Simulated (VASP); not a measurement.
Given:

```
CELL_PARAMETERS angstrom
     -1.59065     1.59065     3.88472
      1.59065    -1.59065     3.88472
      1.59065     1.59065    -3.88472
ATOMIC_POSITIONS crystal
  Si 0.66585 0.66585 0.00000
  Si 0.33415 0.33415 0.00000
  W  0.00000 0.00000 0.00000
```

These are PBEsol GGA, VASP's PBE PAW potentials (set 64) (plane waves; VASP) values and carry that method's errors. Settings: 500 eV cut-off, 13×13×13 Γ-centred mesh, first-order Methfessel-Paxton smearing of 0.10 eV, potentials Si W_sv.

The ions, cell shape and volume at an external pressure of 10.0 GPa are relaxed. Which structure does the run end with?

```
CELL_PARAMETERS angstrom
     -1.57942     1.57942     3.86636
      1.57942    -1.57942     3.86636
      1.57942     1.57942    -3.86636
ATOMIC_POSITIONS crystal
  Si 0.66604 0.66604 0.00000
  Si 0.33396 0.33396 0.00000
  W  0.00000 0.00000 0.00000
```
Space group I4/mmm (139), at a tolerance of 0.03 Å.

How do energy and volume change from the first to the last step?

The energy (σ→0) changes by +11.5 meV/atom and the volume by -1.9 %, in 6 ionic steps.

```
step  E(σ→0) (eV)  max force (eV/Å)  pressure (GPa)  volume (Å³)
----  -----------  ----------------  --------------  -----------
1        -26.6275             0.001            5.02        39.32
2        -26.4390             0.168           22.40        37.04
3        -26.5944             0.049            9.96        38.60
4        -26.5935             0.051           10.02        38.59
5        -26.5928             0.000           10.02        38.58
6        -26.5931             0.014           10.03        38.58
```

The compound is WSi2 in the MoSi2 type structure. This run relaxes it under an external pressure of 10 GPa. Symmetry was kept, so distortions that lower it aren't found.
